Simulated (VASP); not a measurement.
VASP runs on ZrN (rock salt) share one base input (PBE GGA, plane waves, VASP's PBE PAW potentials (set 64)) and change the settings named in each case.

INCAR:
```
! general
SYSTEM =ZrN
PREC   =Accurate
ENCUT  =520
LREAL  =F
LASPH  =T

! electronic loop
EDIFF  =1E-6
NELM   =100
ALGO   =Normal
LMAXMIX=4

! smearing
ISMEAR =1
SIGMA  =0.1

! functional
GGA    =PE

! ions
ISIF   =2

! output
LWAVE  =F
LCHARG =F
```

### POSCAR
```
ZrN
1
    0.0000000000     2.2900000000     2.2900000000
    2.2900000000     0.0000000000     2.2900000000
    2.2900000000     2.2900000000     0.0000000000
Zr N
1 1
Direct
  0.0000000000   0.0000000000   0.0000000000
  0.5000000000   0.5000000000   0.5000000000
```

### KPOINTS
```
Automatic mesh
0
Gamma
12 12 12
0 0 0
```

POTCAR, in this order: Zr_sv N (PBE.64 set). Program: vasp_std.

| change | E(σ→0) (eV/atom) | pressure (GPa) | −TS (eV) | irreducible k-points |
|---|---|---|---|---|
| base run | -10.1880 | 2.63 | 0.0008 | 72 |
| KPOINTS 3×3×3 Monkhorst-Pack mesh | -10.0859 | 4.85 | -0.0117 | 4 |
| KPOINTS 5×5×5 Monkhorst-Pack mesh | -10.1873 | 2.62 | -0.0053 | 10 |
| KPOINTS 11×11×11 Monkhorst-Pack mesh | -10.1807 | 2.76 | -0.0006 | 56 |
| KPOINTS 13×13×13 Monkhorst-Pack mesh | -10.1839 | 2.69 | -0.0001 | 84 |

Left out are runs that ran out of time, are held back, or changed the cell or the kind of run, fixed moments of cells without a moment, rows past the twelfth, gaps on odd meshes, pressures of charged cells and columns that move by less than the noise.

The compound is ZrN in the rock salt structure. The cell was not relaxed at this level. The electron count is odd and the run is not spin-polarised, which forces a metal.
